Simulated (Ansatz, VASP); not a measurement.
# Cross-check of FeSi2 (Linzhiite) between VASP and Ansatz

Aim: how closely do two programs agree when they are given the same cell, functional and k mesh? Of the first pair: The structure shown is the end of the Ansatz relaxation below.

Method: plane waves, with VASP 6.6.1 beside it; single point at PBEsol and zone-centre phonons at PBEsol, in Ansatz 0.2.0.

### Step 1. The structure

Symmetry: P4/mmm, No. 123, tetragonal system. Conventional cell: a = 2.664 Å, b = 2.664 Å, c = 5.209 Å, α = 90.00°, β = 90.00°, γ = 90.00°. Nearest to Si lie 4 Fe at 2.36 Å and 1 Si at 2.37 Å. Nearest to Fe lie 8 Si at 2.36 Å. Farther neighbours are not listed.

Coordinates:

```cif
data_structure
_symmetry_space_group_name_H-M 'P4/mmm'
_symmetry_Int_Tables_number 123
_cell_length_a 2.6642
_cell_length_b 2.6642
_cell_length_c 5.2091
_cell_angle_alpha 90.000
_cell_angle_beta 90.000
_cell_angle_gamma 90.000
_cell_volume 36.97
loop_
_atom_site_label
_atom_site_type_symbol
_atom_site_symmetry_multiplicity
_atom_site_Wyckoff_symbol
_atom_site_fract_x
_atom_site_fract_y
_atom_site_fract_z
_atom_site_occupancy
Si1 Si 2 h 0.50000 0.50000 0.27246 1
Fe1 Fe 1 a 0.00000 0.00000 0.00000 1
```

### Step 2. Ansatz: relaxation, PBEsol

Ansatz runs on its PAW soft_1 files.

This run makes the geometry at which the two programs are then compared.

The input, input.yaml:

```yaml
crystal:
  lattice:
    - [2.6698067109, 0.0, 0.0]
    - [0.0, 2.6698067109, 0.0]
    - [0.0, 0.0, 5.2090888332]
  atoms:
    - { symbol: Si, position: [0.5, 0.5, 0.2722533144] }
    - { symbol: Si, position: [0.5, 0.5, 0.7277466856] }
    - { symbol: Fe, position: [0.0, 0.0, 0.0] }
kpoints:
  mp_grid: { grid: [16, 16, 8] }
hamiltonian:
  xc: pbesol
  pseudopotentials: { kind: paw, azcp: { folder: soft_1 }, xc_functional: pbe }
scf:
  occupations: { method: methfessel_paxton, width: 0.2 }
output:
  forces: true
  stress: true
  eigenvalues: true
relax:
  adjacent_minimum: "off"
  f_tol: 0.001
  max_steps: 60
  cell: { stress_tol: 0.01, fix: [c, angles] }
```

Launch:

```sh
> ansatz run input.yaml --threads 4 --pin off --max-ram 10240MiB --backend cpu --events-out ev --progress --plain --runs-dir out
```

Numbers of over 12 decimals in the logs are rounded to 6 here.

The program printed:

```text
Engine: ansatz 0.2.0, aarch64-unknown-linux-gnu
Pseudopotentials: kind: paw
Pseudopotential: Si, paw, valence charge 4, recommended cutoff 420 eV (normal), soft_1/Si.paw.azcp
Pseudopotential: Fe, paw, valence charge 16, recommended cutoff 420 eV (normal), soft_1/Fe.paw.azcp
Functional definition: PBEsol
  exchange = pbesol_x
  correlation = pbesol_c
Crystal: 3 atoms, lattice volume = 37.130 Å³
Basis set: ecut = 420 eV, 733 PW (Γ), exchange–correlation on 36×36×72 points (8 copies of the dense FFT grid, shifted against one another)
Bands: 16, of which v1, the nominal top of the filled ones, is band 12 counted from 1 (11 counted from 0)
Symmetry: 16 space group operations
Space group: P4/mmm (ITA 123), of the structure as read, at distance tolerance 3.3e-5 Å
k-points: 225 of 2048
Non-local potential: Si, projectors of the file, l = 0: 2, l = 1: 2, l = 2: 1
Non-local potential: Fe, projectors of the file, l = 0: 3, l = 1: 2, l = 2: 3, l = 3: 1
PAW form: soft (Blöchl's): semilocal exchange-correlation on the pseudo side does not see the compensation charge
PAW frozen core: Si, regenerated for the run's functional, and the local potential with it (the file was generated under x = pbe(κ = 0.804, μ = 0.219515), c = pbe(β = 0.066725))
PAW frozen core: Fe, regenerated for the run's functional, and the local potential with it (the file was generated under x = pbe(κ = 0.804, μ = 0.219515), c = pbe(β = 0.066725))
PAW one-centre angular grid: Si, 110 points (default); XC on 64 Gauss nodes
PAW one-centre angular grid: Fe, 590 points (default); XC on 64 Gauss nodes
Initial density: superposition of atomic densities (chi_scale 0.1, normalization cell, long waves kept (reshape's long-wave potential 0.01 eV rms))
Initial wavefunctions: pseudopotential atomic-orbital guess
Functional: x = pbesol(κ = 0.804, μ = 0.123457), c = pbesol(β = 0.046)
SCF iter   1: F=—  HF=-5695.102206 eV  |F-HF|=—  |Δ(HF+E_count)|=         —  Δρ=1.25e-1  dr2=1.30e1  ethr=3.10e-3  ⟨swp⟩=5.1  Hψ=18992  notcnv=0
preconditioner: auto → none  [metal: Δε(μ)=0.015 eV  Ē_g=7.995 eV  σ=0.200 eV  W_gap=0.06  n_scr=8 (ndim 8)  ℏωp=24.4 eV  f_vac=0.000  D(μ)=1.69/eV (n_scr^D=16)  sad-step TF]
SCF iter   2: F=—  HF=-5694.853238 eV  |F-HF|=—  |Δ(HF+E_count)|=   2.49e-1  S|Δr|=    0.00e0  Δρ=1.43e-1  dr2=1.36e1  ethr=3.10e-3  ⟨swp⟩=2.0  Hψ=6186  notcnv=0
SCF iter   3: F=—  HF=-5693.598264 eV  |F-HF|=—  |Δ(HF+E_count)|=    1.25e0  S|Δr|=    0.00e0  Δρ=6.79e-2  dr2=2.00e0  ethr=3.10e-3  ⟨swp⟩=3.0  Hψ=6699  notcnv=0
SCF iter   4: F=—  HF=-5693.383491 eV  |F-HF|=—  |Δ(HF+E_count)|=   2.15e-1  S|Δr|=    0.00e0  Δρ=1.24e-2  dr2=1.22e-1  ethr=3.10e-3  ⟨swp⟩=2.4  Hψ=7260  notcnv=0
SCF iter   5: F=—  HF=-5693.344433 eV  |F-HF|=—  |Δ(HF+E_count)|=   3.91e-2  S|Δr|=    0.00e0  Δρ=3.24e-3  dr2=2.09e-3  ethr=5.10e-4  ⟨swp⟩=2.0  Hψ=5970  notcnv=0
SCF iter   6: F=—  HF=-5693.344403 eV  |F-HF|=—  |Δ(HF+E_count)|=   2.98e-5  S|Δr|=    0.00e0  Δρ=7.12e-4  dr2=5.94e-5  ethr=8.69e-6  ⟨swp⟩=2.2  Hψ=5455  notcnv=0
SCF iter   7: F=—  HF=-5693.344313 eV  |F-HF|=—  |Δ(HF+E_count)|=   9.05e-5  S|Δr|=    0.00e0  Δρ=1.07e-4  dr2=3.20e-6  ethr=2.48e-7  ⟨swp⟩=2.4  Hψ=6059  notcnv=0
SCF iter   8: F=—  HF=-5693.344312 eV  |F-HF|=—  |Δ(HF+E_count)|=   4.75e-7  S|Δr|=    0.00e0  Δρ=2.17e-5  dr2=1.07e-7  ethr=1.33e-8  ⟨swp⟩=2.3  Hψ=4863  notcnv=0
SCF iter   9: F=-5693.344312 eV  HF=-5693.344312 eV  |F-HF|=1.72e-10  |Δ(HF+E_count)|=   2.42e-8  S|Δr|=    0.00e0  Δρ=1.84e-6  dr2=3.95e-10  ethr=4.17e-10  ⟨swp⟩=4.7  Hψ=14371  notcnv=0
SCF 1 converged in 9 iterations: F = -5693.344312 eV  dr2 = 3.95e-10
  greatest PAW one-centre occupation: 1.000 electrons in one spin orbital (limit 2), on the Fe atom at site 2 (counted from 0), in its partial waves of l = 1
relax step   1: F+E_penalty+E_count = -5693.34431231 eV  Δ(F+E_penalty+E_count) = +0.000e0 eV  max|allowed force component| = 2.304e-3 eV/Å  Δτ_max = 0.0000 Å  P = -3.505 GPa  Ω = 37.130 Å³  fix = [c, alpha, beta, gamma]  reactions: c -8.653 GPa  (9 SCF iters, dr2 threshold 1.00e-7 eV, accepted)
[...]
relax step   2: F+E_penalty+E_count = -5693.34477274 eV  Δ(F+E_penalty+E_count) = -4.604e-4 eV  max|allowed force component| = 1.683e-2 eV/Å  Δτ_max = 0.0014 Å  P = -2.979 GPa  Ω = 37.013 Å³  energy of the carried Pulay correction = +3.968e-5 eV  fix = [c, alpha, beta, gamma]  reactions: c -8.389 GPa  (4 SCF iters, dr2 threshold 3.00e-7 eV, accepted)
[...]
relax step   3: F+E_penalty+E_count = -5693.34482634 eV  Δ(F+E_penalty+E_count) = -5.360e-5 eV  max|allowed force component| = 1.371e-3 eV/Å  Δτ_max = 0.0003 Å  P = -2.767 GPa  Ω = 36.973 Å³  energy of the carried Pulay correction = +5.326e-5 eV  fix = [c, alpha, beta, gamma]  reactions: c -8.296 GPa  (4 SCF iters, dr2 threshold 1.89e-7 eV, accepted)
[...]
relax step   4: F+E_penalty+E_count = -5693.34482648 eV  Δ(F+E_penalty+E_count) = -1.455e-7 eV  max|allowed force component| = 8.071e-5 eV/Å  Δτ_max = 0.0000 Å  P = -2.766 GPa  Ω = 36.973 Å³  energy of the carried Pulay correction = +5.327e-5 eV  fix = [c, alpha, beta, gamma]  reactions: c -8.297 GPa  (5 SCF iters, dr2 threshold 1.17e-10 eV, accepted)
[...]
relax step   5: F+E_penalty+E_count = -5693.34477231 eV  Δ(F+E_penalty+E_count) = +5.417e-5 eV  max|allowed force component| = 9.626e-5 eV/Å  Δτ_max = 0.0000 Å  P = -2.765 GPa  Ω = 36.973 Å³  fix = [c, alpha, beta, gamma]  reactions: c -8.295 GPa  stress off target by 7.10e-4 GPa on what of the cell is left free  SCF on the basis re-selected at this cell (its energy is not comparable with the rows above)  (6 SCF iters)
basis re-selected at this cell: Δ(F+E_penalty+E_count) = +5.417e-5 eV, ΔP = +0.000 GPa vs the last step (what re-selecting the basis moved, of the pressure what is left beyond the Pulay correction that the steps carried, after the strain that the cell walked since its last selection, with what the two solves' SCF thresholds leave and, on support functions, any second-order correction that the steps lacked; it is no m [...]
SCF converged after 6 iterations
Stability not checked: this state was not tested for a lower state beside it, because cold or Methfessel-Paxton smearing, or corrected tetrahedra, fill the levels in a way that the test cannot read (fill_not_monotonic; see scf.lower_state_search)
Free energy (F): -5693.344772 eV
Harris-Foulkes:  -5693.344772 eV  (|F-HF|=1.82e-12)
Internal energy: -5693.344972 eV  (E = F + TS)
E sigma→0 (E₀):  -5693.344822 eV
Entropy (-TS):   0.000199 eV (0.066 meV/atom)
Fermi energy:    14.238705 eV
Step filling:    the computed levels leave a gap of 0.0145 eV = 0.1 smearing widths at the electron count; against every level under it full and every level over it empty, smearing changes F+E_penalty+E_count by -0.065 meV and its σ→0 estimate by -0.115 meV
--- Per-component energies (eV) ---
  E_band       = -224.904524
  E_kinetic    = 426.027613
  E_local      = -3598.305652  (includes V_loc(G=0)·N_el)
  E_nonlocal   = 333.673428
  E_hartree    = 1593.472394
  E_xc         = -227.298191
  E_vxc        = -244.812218  (∫ρ·V_xc dr)
  E_paw        = -2346.275103  (= ΣΔE_a)
  E_vpaw       = -328.431637  (= ΣTr[D̂ρ^β])
  E_aug_tail   = -0.000822  (compensation charges beyond the density's cutoff)
  E_ewald      = -1874.880963
  E_core_change = 0.242323  (= ΣΔE_core)
  E_smearing   = 0.000199  (= −TS)
  E_closure    = -0.000000  (closes the sum)
  Σ components = -5693.344772   (vs F -5693.344772, Δ=0.00e0)
--- Forces (eV/Å), atoms counted from 1 ---
  atom   1  Si     0.00000000     0.00000000     0.00009626
  atom   2  Si     0.00000000     0.00000000    -0.00009626
  atom   3  Fe    -0.00000000    -0.00000000     0.00000000
  max |Σ_I F_I| component: 6.94e-18 eV/Å
--- Stress (GPa, compression-positive) ---
       -0.000710       0.000000       0.000000
        0.000000      -0.000710       0.000000
        0.000000       0.000000      -8.295072
  P = ⅓ Tr σ = -2.7655 GPa (-27.655 kbar)
--- Band table (eV; the first three rows and the last of 225) ---
  k-point 0: bands = [... 8 lower, 12.4307, 12.7608, 12.7608, 13.7072, 19.0398, 19.0398, 20.0204, 21.4028]
  k-point 1: bands = [... 8 lower, 12.3807, 12.7552, 12.7552, 13.7072, 19.1369, 19.1369, 19.1726, 21.2161]
  k-point 2: bands = [... 8 lower, 12.2025, 12.7416, 12.7416, 13.7074, 17.8471, 19.4181, 19.4181, 20.9166]
  k-point 224: bands = [... 8 lower, 10.9793, 10.9793, 12.3670, 14.4954, 14.5429, 14.5429, 15.3217, 17.0929]
--- Relaxed structure (4 steps of the walk, 4 accepted, 1 SCFs on fresh bases) ---
  F+E_penalty+E_count = -5693.34477231 eV   max|allowed force component| = 9.626e-5 eV/Å   (the final SCF, on the basis selected at the relaxed cell)
  cell:  # Å, volume = 36.9727 Å³
    - [2.664155, 0, 0.0]
    - [0, 2.664155, 0.0]
    - [0.0, 0.0, 5.2090888332]
  atoms:
    - { symbol: Si, position: [0.5, 0.5, 0.272460] }
    - { symbol: Si, position: [0.5, 0.5, 0.727540] }
    - { symbol: Fe, position: [0, 0, 0] }
```

### Step 3. VASP: single point, PBEsol, pair 1

The same cell, functional, mesh and smearing now go to VASP, with its own data sets.

Lines of VASP's logs that name or quote its potential files are left out, and so is its time.

The input, INCAR:

```
SYSTEM = FeSi2
PREC = Accurate
ENCUT = 600
EDIFF = 1E-06
NELM = 120
ISMEAR = 1
SIGMA = 0.2
LREAL = .FALSE.
ALGO = Normal
GGA = PS
NBANDS = 14
LASPH = .TRUE.
LORBIT = 11
LWAVE = .FALSE.
LCHARG = .FALSE.
ISIF = 2
GGA_COMPAT = .FALSE.
KPAR = 2
```

The input, POSCAR:

```
FeSi2
1.0
    2.6641554660      0.0000000000      0.0000000000
    0.0000000000      2.6641554660      0.0000000000
    0.0000000000      0.0000000000      5.2090888332
Si Fe
2 1
Direct
    0.5000000000      0.5000000000      0.2724597430
    0.5000000000      0.5000000000      0.7275402570
    0.0000000000      0.0000000000      0.0000000000
```

The input, KPOINTS:

```
Automatic mesh
0
Gamma
16 16 8
0 0 0
```

Potentials, in the order of the species: Si and Fe (PBE family, release 64).

Launch:

```sh
> mpirun -np 2 vasp_std
```

The program printed:

```text
[banner, memory and clock lines left out]
running    2 mpi-ranks, on    1 nodes
 distrk:  each k-point on    1 cores,    2 groups
 distr:  one band on    1 cores,    1 groups

 POSCAR found type information on POSCAR SiFe
 POSCAR found :  2 types and       3 ions
|                                                                             |
|               ----> ADVICE to this user running VASP <----                  |
|                                                                             |
|     You enforced a specific xc type in the INCAR file but a different       |
|     [... a line on the potential file left out ...]
|     I HOPE YOU KNOW WHAT YOU ARE DOING!                                     |
|                                                                             |

 LDA part: xc-table for (Slater+PW92), standard interpolation
 POSCAR, INCAR and KPOINTS ok, starting setup
 FFT: planning ... GRIDC
 FFT: planning ... GRID_SOFT
 FFT: planning ... GRID
 WAVECAR not read
 entering main loop
       N       E                     dE             d eps       ncg     rms          rms(c)
DAV:   1     0.664288244698E+02    0.66429E+02   -0.77768E+03  6340   0.130E+03
DAV:   2    -0.195350093929E+02   -0.85964E+02   -0.76494E+02  6456   0.230E+02
DAV:   3    -0.236186279751E+02   -0.40836E+01   -0.39148E+01  8610   0.558E+01
DAV:   4    -0.237149211397E+02   -0.96293E-01   -0.96022E-01  7166   0.786E+00
DAV:   5    -0.237175619125E+02   -0.26408E-02   -0.26404E-02  8578   0.141E+00    0.174E+01
DAV:   6    -0.265923152062E+02   -0.28748E+01   -0.19374E+01  8136   0.104E+02    0.194E+01
DAV:   7    -0.220834689430E+02    0.45088E+01   -0.16149E+01  8428   0.921E+01    0.509E+00
DAV:   8    -0.219669851574E+02    0.11648E+00   -0.66761E-01  8456   0.845E+00    0.186E+00
DAV:   9    -0.219348264675E+02    0.32159E-01   -0.73542E-02  8590   0.544E+00    0.692E-01
DAV:  10    -0.219331836764E+02    0.16428E-02   -0.46439E-03  7682   0.627E-01    0.106E-01
DAV:  11    -0.219331667706E+02    0.16906E-04   -0.27358E-04  8360   0.203E-01    0.593E-02
DAV:  12    -0.219331602828E+02    0.64878E-05   -0.20067E-05  8076   0.450E-02    0.190E-02
DAV:  13    -0.219331596975E+02    0.58530E-06   -0.40554E-06  7848   0.275E-02
   1 F= -.21933160E+02 E0= -.21933226E+02  d E =0.197839E-03
```

OUTCAR, selected parts (step 3):

```text
ion  position               nearest neighbor table
   1  0.500  0.500  0.272-   3 2.36   3 2.36   3 2.36   3 2.36   2 2.37   2 2.84
   2  0.500  0.500  0.728-   3 2.36   3 2.36   3 2.36   3 2.36   1 2.37   1 2.84
   3  0.000  0.000  0.000-   1 2.36   2 2.36   1 2.36   2 2.36   1 2.36   2 2.36   1 2.36   2 2.36

  LATTYP: Found a simple tetragonal cell.
 ALAT       =     2.6641554660
 C/A-ratio  =     1.9552495715

 Subroutine GETGRP returns: Found 16 space group operations
 (whereof 16 operations were pure point group operations)

The static configuration has the point symmetry D_4h.

 Found    225 irreducible k-points:

   k-points           NKPTS =    225   k-points in BZ     NKDIM =    225   number of bands    NBANDS=     14

   dimension x,y,z NGX =    24 NGY =   24 NGZ =   42
   dimension x,y,z NGXF=    48 NGYF=   48 NGZF=   84

   ENCUT  =  600.0 eV  44.10 Ry    6.64 a.u.   5.32  5.32 10.40*2*pi/ulx,y,z

   NELECT =      16.0000    total number of electrons

 k-points in reciprocal lattice and weights: Automatic mesh
   0.00000000  0.00000000  0.00000000       0.000
   0.06250000  0.00000000  0.00000000       0.002
   0.12500000  0.00000000  0.00000000       0.002
   0.18750000  0.00000000  0.00000000       0.002
   0.25000000  0.00000000  0.00000000       0.002
   0.31250000  0.00000000  0.00000000       0.002
   0.37500000  0.00000000  0.00000000       0.002
   0.43750000  0.00000000  0.00000000       0.002
   0.50000000  0.00000000  0.00000000       0.001
[...]
0.50000000  0.43750000  0.50000000       0.002
   0.50000000  0.50000000  0.50000000       0.000

 average (electrostatic) potential at core
       1 -79.7431       2 -79.7431       3 -39.2757

 E-fermi :   9.9490

 k-point     1 :       0.0000    0.0000    0.0000
  band No.  band energies     occupation
    ...
      4       6.3917      2.00000
      5       8.1524      2.00000
      6       8.4808      2.00000
      7       8.4808      2.00000
      8       9.4161      2.00108
      9      14.7887      0.00000
     10      14.7887      0.00000
     11      15.7738      0.00000
     12      17.1205      0.00000
     13      17.8917      0.00000
    ...

 k-point     2 :       0.0625    0.0000    0.0000
  band No.  band energies     occupation
    ...
      4       6.3938      2.00000
      5       8.1534      2.00000
      6       8.4028      2.00000
      7       8.4959      2.00000
      8       9.3453      2.00017
      9      13.8385     -0.00000
     10      14.8982      0.00000
     11      15.8716      0.00000
     12      17.3039      0.00000
     13      17.5411      0.00000
    ...

 k-point     3 :       0.1250    0.0000    0.0000
  band No.  band energies     occupation
    ...
      4       6.3733      2.00000
      5       8.1373      2.00000
      6       8.1814      2.00000
      7       8.5395      2.00000
      8       9.1548      2.00000
      9      12.3343     -0.00000
     10      15.2093      0.00000
     11      15.9334      0.00000
     12      16.2732      0.00000
     13      17.6335      0.00000
    ...

  Total        0.0854866      0.0854866     -1.8196411      0.0000000      0.0000000      0.0000000
  in kB        3.7044835      3.7044835    -78.8524945      0.0000000      0.0000000      0.0000000
  external PRESSURE =     -23.8145092 kB  Pullay stress =       0.0000000 kB

  energy-cutoff  :      600.00
  volume of cell :       36.97
      direct lattice vectors                 reciprocal lattice vectors
     2.664155466  0.000000000  0.000000000     0.375353470  0.000000000  0.000000000
     0.000000000  2.664155466  0.000000000     0.000000000  0.375353470  0.000000000
     0.000000000  0.000000000  5.209088833     0.000000000  0.000000000  0.191972153

 POSITION                                       TOTAL-FORCE (eV/Angst)
 -----------------------------------------------------------------------------------
      1.33208      1.33208      1.41927         0.000000      0.000000      0.020402
      1.33208      1.33208      3.78982         0.000000     -0.000000     -0.020402
      0.00000      0.00000      0.00000         0.000000      0.000000      0.000000
 -----------------------------------------------------------------------------------
    total drift:                                0.000000      0.000000      0.000000

  FREE ENERGIE OF THE ION-ELECTRON SYSTEM (eV)
  ---------------------------------------------------
  free  energy   TOTEN  =       -21.9331596975 eV

  energy  without entropy=      -21.9333575369  energy(sigma->0) =      -21.93322564

 total charge
# of ion       s       p       d       tot
------------------------------------------
    1        0.732   0.888   0.000   1.620
    2        0.732   0.888   0.000   1.620
    3        0.464   0.697   6.698   7.859
--------------------------------------------------
tot          1.928   2.474   6.698  11.100

[... 3 further parts left out ...]
```

This run has no spin polarisation, so a moment on Fe, if there is one, isn't seen. The PAW data sets were made with PBE, which is usual practice but a small mismatch for other functionals.

### Step 4. Comparison

Known differences besides the potentials themselves: the data sets hold 24 valence electrons in Ansatz (on its PAW soft_1 files) and 16 in VASP; the cutoff is 420 eV in Ansatz and 600 eV in VASP; Ansatz makes its cores anew for this functional, VASP keeps those of its PBE data sets; Ansatz's pressure holds a Pulay correction, VASP's none. Total energies have different zeros and are not compared.

The two programs side by side:

| quantity | Ansatz | VASP | difference |
| --- | --- | --- | --- |
| pressure (GPa) | -2.77 | -2.38 | -0.38 |

At this near-relaxed geometry the largest component of a force difference is 20 meV/Å.

### Step 5. Ansatz: relaxation, PBEsol

This run makes the geometry at which the two programs are then compared. The cell compared in this pair holds 37.19 Å³, against 36.97 Å³ for the pair before.

The structure compared here is the end of the Ansatz relaxation.

input.yaml, the sections that differ from step 2:

```yaml
crystal:
  lattice:
    - [2.664155466, 0.0, 0.0]
    - [0.0, 2.664155466, 0.0]
    - [0.0, 0.0, 5.2601583316]
  atoms:
    - { symbol: Si, position: [0.5, 0.5, 0.272459743] }
    - { symbol: Si, position: [0.5, 0.5, 0.727540257] }
    - { symbol: Fe, position: [0.0, 0.0, 0.0] }
# kpoints, hamiltonian, scf, output, relax: as in step 2
```

Launch:

```sh
> ansatz run input.yaml --threads 4 --pin off --max-ram 10240MiB --backend cpu --events-out ev --progress --plain --runs-dir out
```

The program printed:

```text
[...]
Crystal: 3 atoms, lattice volume = 37.335 Å³
Basis set: ecut = 420 eV, 733 PW (Γ), exchange–correlation on 36×36×72 points (8 copies of the dense FFT grid, shifted against one another)
Bands: 16, of which v1, the nominal top of the filled ones, is band 12 counted from 1 (11 counted from 0)
Symmetry: 16 space group operations
[...]
k-points: 225 of 2048
[...]
k-point 224: bands = [... 8 lower, 10.9246, 10.9246, 12.2702, 14.4417, 14.4417, 14.4502, 15.2369, 16.9706]
--- Relaxed structure (4 steps of the walk, 4 accepted, 1 SCFs on fresh bases) ---
[...]
cell:  # Å, volume = 37.1871 Å³
    - [2.658867, 0, 0.0]
    - [0, 2.658867, 0.0]
    - [0.0, 0.0, 5.2601583316]
  atoms:
    - { symbol: Si, position: [0.5, 0.5, 0.272592] }
    - { symbol: Si, position: [0.5, 0.5, 0.727408] }
    - { symbol: Fe, position: [0, 0, 0] }
[key lines of the parts left out:]
SCF converged after 6 iterations
Free energy (F): -5693.321688 eV
Fermi energy:    14.156484 eV
P = ⅓ Tr σ = -4.0407 GPa (-40.407 kbar)
```

[end of part 1 of 2]

[Lines on the potential files, build, host, timing and source positions are cut from VASP's logs without a mark.]

[Logs are printed without paths, hosts, clocks, repeated set-up lines and the standing remarks that a program may print on its own settings, such as how far it seeks lower states.]

[Hosts, paths, dates, database ids (printed as entryN), source tags and the programs' standing remarks are cut or masked in the printed files.]
